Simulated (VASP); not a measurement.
# MgO (Fm-3m) in VASP: phonons with PBE

Aim: the phonons of MgO with PBE.

All numbers are computed with VASP 6.6.1; they aren't measurements. Logs are shortened: lines on timing, memory, paths and dates and some standing lists are left out, and cuts for length are marked.

**Measured values to compare with.**

“Infrared Optical Properties of Ferropericlase (Mg1-xFexO): Experiment and Theory”, 2007, arxiv:0704.2267 reports, for a bulk crystal of MgO at 295 K: high-frequency dielectric constant 2.95 ± 0.1.

The runs below are set against these values where they give the same quantity.

## (1) The crystal as given

The structure is cubic, space group Fm-3m (No. 225). Conventional cell: a = 4.245 Å, b = 4.245 Å, c = 4.245 Å, α = 90.00°, β = 90.00°, γ = 90.00°. Mg (site symmetry m-3m) has 6 O at 2.12 Å as nearest neighbours. Around O (site symmetry m-3m) lie 6 Mg at 2.12 Å.

## (2) Phonons, PBE

Contents of POSCAR:

```
MgO
1.0
    0.0000000000      2.1224813280      2.1224813280
    2.1224813280      0.0000000000      2.1224813280
    2.1224813280      2.1224813280      0.0000000000
  Mg              O
     1     1
Direct
     0.0000000000000000    0.0000000000000000    0.0000000000000000
     0.5000000000000000    0.5000000000000000    0.5000000000000000
```

Contents of INCAR.step1:

```
SYSTEM = MgO
  PREC = Accurate
  ENCUT = 600
  EDIFF = 1E-8
  ISMEAR = 0
  SIGMA = 0.03
  LREAL = .FALSE.
  LASPH = .TRUE.
  NELM = 80
  ALGO = Normal
  ISIF = 3
  LWAVE = .FALSE.
  LCHARG = .FALSE.
  GGA = PE
  IBRION = 2
  NSW = 40
  EDIFFG = -0.002
```

Contents of INCAR.step2:

```
SYSTEM = MgO
  PREC = Accurate
  ENCUT = 600
  EDIFF = 1E-8
  ISMEAR = 0
  SIGMA = 0.03
  LREAL = .FALSE.
  LASPH = .TRUE.
  NELM = 80
  ALGO = Normal
  ISIF = 2
  LWAVE = .FALSE.
  LCHARG = .FALSE.
  GGA = PE
  IBRION = 6
  NFREE = 2
  POTIM = 0.015
  NSW = 1
  LEPSILON = .TRUE.
```

Contents of KPOINTS:

```
regular mesh
0
Monkhorst
  18 18 18
  0 0 0
```

Potentials or basis: VASP PAW PBE potentials, release 64 (Mg, O).

Started as:

```console
> cat potpaw_PBE.64/Mg/POTCAR potpaw_PBE.64/O/POTCAR > POTCAR
> cp INCAR.step1 INCAR
> mpirun -np 1 vasp_std > vasp.out
> cp CONTCAR POSCAR
> cp INCAR.step2 INCAR
> mpirun -np 1 vasp_std > vasp.out
```

OUTCAR:

```text
SYSTEM = MgO
   PREC = Accurate
   ENCUT = 600
   EDIFF = 1E-8
   ISMEAR = 0
   LREAL = .FALSE.
   LASPH = .TRUE.
   NELM = 80
   ISIF = 2
   GGA = PE
   IBRION = 6
   NFREE = 2
   POTIM = 0.015
   NSW = 1
   LEPSILON = .TRUE.

 ion  position               nearest neighbor table
   1  0.000  0.000  0.000-   2 2.12   2 2.12   2 2.12   2 2.12   2 2.12   2 2.12
   2  0.500  0.500  0.500-   1 2.12   1 2.12   1 2.12   1 2.12   1 2.12   1 2.12

  LATTYP: Found a face centered cubic cell.
 ALAT       =     4.2449626560

  Lattice vectors:

 A1 = (   0.0000000000,   2.1224813280,   2.1224813280)
 A2 = (   2.1224813280,   0.0000000000,   2.1224813280)
 A3 = (   2.1224813280,   2.1224813280,   0.0000000000)

Analysis of symmetry for initial positions (statically):
=====================================================================
 Subroutine PRICEL returns:
 Original cell was already a primitive cell.

 Routine SETGRP: Setting up the symmetry group for a
 face centered cubic supercell.

 Subroutine GETGRP returns: Found 48 space group operations
 (whereof 48 operations were pure point group operations)
 out of a pool of 48 trial point group operations.

The static configuration has the point symmetry O_h .

Analysis of symmetry for dynamics (positions and initial velocities):
=====================================================================
 Subroutine PRICEL returns:
 Original cell was already a primitive cell.

 Routine SETGRP: Setting up the symmetry group for a
 face centered cubic supercell.

 Subroutine GETGRP returns: Found 48 space group operations
 (whereof 48 operations were pure point group operations)
 out of a pool of 48 trial point group operations.

The dynamic configuration has the point symmetry O_h .

 Subroutine INISYM returns: Found 48 space group operations
 (whereof 48 operations are pure point group operations),
 and found     1 'primitive' translations

----------------------------------------------------------------------------------------

[... 346 lines left out ...]

 k-point     1 :       0.0278    0.0278    0.0278
  band No.  band energies     occupation
      1     -14.1249      2.00000
      2       2.9541      2.00000
      3       3.0063      2.00000
      4       3.0065      2.00000
      5       7.5720      0.00000
      6      18.5415      0.00000
      7      18.7015      0.00000
      8      18.7016      0.00000
[... 243 lines left out ...]
 k-point    24 :       0.3611    0.0833    0.0278
  band No.  band energies     occupation
      1     -13.2580      2.00000
      2      -0.4624      2.00000
      3       2.3805      2.00000
      4       2.5065      2.00000
      5      10.6813      0.00000
      6      15.0246      0.00000
      7      18.8901      0.00000
      8      19.5027      0.00000

 [... further k-points ...]

------------------------ aborting loop because EDIFF is reached ----------------------------------------

  FORCE on cell =-STRESS in cart. coord.  units (eV):
  Direction    XX          YY          ZZ          XY          YZ          ZX
  --------------------------------------------------------------------------------------
  -------------------------------------------------------------------------------------
  Total        0.0049428     -0.0039679     -0.0039679      0.0000000      0.0000000     -0.0000000
  in kB        0.4141158     -0.3324368     -0.3324368      0.0000000      0.0000000     -0.0000000
  external PRESSURE =      -0.0835859 kB  Pullay stress =       0.0000000 kB
[... 17 lines left out ...]
  FREE ENERGIE OF THE ION-ELECTRON SYSTEM (eV)
  ---------------------------------------------------
  free  energy   TOTEN  =       -11.9144090556 eV

  energy  without entropy=      -11.9144090556  energy(sigma->0) =      -11.91440906

 INTERNAL STRAIN TENSORS FROM DISPLACED ATOMS
 ============================================

 INTERNAL STRAIN TENSOR FOR ION    1 for displacements in x,y,z  (eV/Angst):
          X           Y           Z          XY          YZ          ZX
  --------------------------------------------------------------------------------
  x     0.00000     0.00000     0.00000     0.00000     0.00000     0.00000
  y     0.00000     0.00000     0.00000     0.00000     0.00000     0.00000
  z     0.00000     0.00000     0.00000     0.00000     0.00000     0.00000

 INTERNAL STRAIN TENSOR FOR ION    2 for displacements in x,y,z  (eV/Angst):
          X           Y           Z          XY          YZ          ZX
  --------------------------------------------------------------------------------
  x     0.00000     0.00000     0.00000     0.00000     0.00000     0.00000
  y     0.00000     0.00000     0.00000     0.00000     0.00000     0.00000
  z     0.00000     0.00000     0.00000     0.00000     0.00000     0.00000

 Eigenvectors and eigenvalues of the dynamical matrix
 ----------------------------------------------------

   1 f  =   11.197152 THz    70.353781 2PiTHz  373.496789 cm-1    46.307679 meV
             X         Y         Z           dx          dy          dz
      0.000000  0.000000  0.000000     0.629958   -0.000000    0.000000
      2.122481  2.122481  2.122481    -0.776629    0.000000    0.000000
[... 21 lines left out ...]
   6 f/i=    0.001443 THz     0.009067 2PiTHz    0.048136 cm-1     0.005968 meV
             X         Y         Z           dx          dy          dz
      0.000000  0.000000  0.000000     0.473750   -0.615398    0.000000
      2.122481  2.122481  2.122481     0.384279   -0.499176    0.000000

--------------------------------------------------------------------------------------------------------

 MACROSCOPIC STATIC DIELECTRIC TENSOR IONIC CONTRIBUTION
 ------------------------------------------------------
           7.485605    -0.000000    -0.000000
          -0.000000     7.485605     0.000000
          -0.000000    -0.000000     7.485605
 ------------------------------------------------------

 ELASTIC MODULI CONTR FROM IONIC RELAXATION (kBar)
 Direction    XX          YY          ZZ          XY          YZ          ZX
 --------------------------------------------------------------------------------
 XX           0.0000      0.0000      0.0000      0.0000      0.0000      0.0000
 YY           0.0000      0.0000      0.0000      0.0000      0.0000      0.0000
 ZZ           0.0000      0.0000      0.0000      0.0000      0.0000      0.0000
 XY           0.0000      0.0000      0.0000      0.0000      0.0000      0.0000
 YZ           0.0000      0.0000      0.0000      0.0000      0.0000      0.0000
 ZX           0.0000      0.0000      0.0000      0.0000      0.0000      0.0000
 --------------------------------------------------------------------------------

 PIEZOELECTRIC TENSOR IONIC CONTR  for field in x, y, z        (C/m^2)
          XX          YY          ZZ          XY          YZ          ZX
  --------------------------------------------------------------------------------
  x     0.00000     0.00000     0.00000     0.00000     0.00000     0.00000
  y     0.00000     0.00000     0.00000     0.00000     0.00000     0.00000
  z     0.00000     0.00000     0.00000     0.00000     0.00000     0.00000
```

Run time: 14 min. Hardware: 1 thread of Intel Xeon Platinum 8488C (Sapphire Rapids), shared host; peak memory 0.8 GiB.

What came out:

```yaml
Electronic_dielectric_tensor_diagonal: 3.16
Born_charges_mean_of_the_diagonal: Mg +1.98; O -1.98 e
Highest_phonon_frequency_at_Γ_LO-TO_splitting_left_out: 373 cm⁻¹
```

Phonon frequencies in cm⁻¹ (negative: imaginary):
```
              q point        frequencies
(0.000, 0.000, 0.000)  0 0 0 373 373 373
```

Electronic dielectric tensor:
```
3.16 0.00 0.00
0.00 3.16 0.00
0.00 0.00 3.16
```

Born effective charge tensors (e):
atom 1, Mg
```
1.98 0.00 0.00
0.00 1.98 0.00
0.00 0.00 1.98
```
atom 2, O
```
-1.98  0.00  0.00
 0.00 -1.98  0.00
 0.00  0.00 -1.98
```

## (3) How close it comes

Step 2. A measured high-frequency dielectric constant of MgO is 2.95 (295 K; “Infrared Optical Properties of Ferropericlase (Mg1-xFexO): Experiment and Theory”, 2007, arxiv:0704.2267); the calculated 3.16 misses it by +7.1 %.
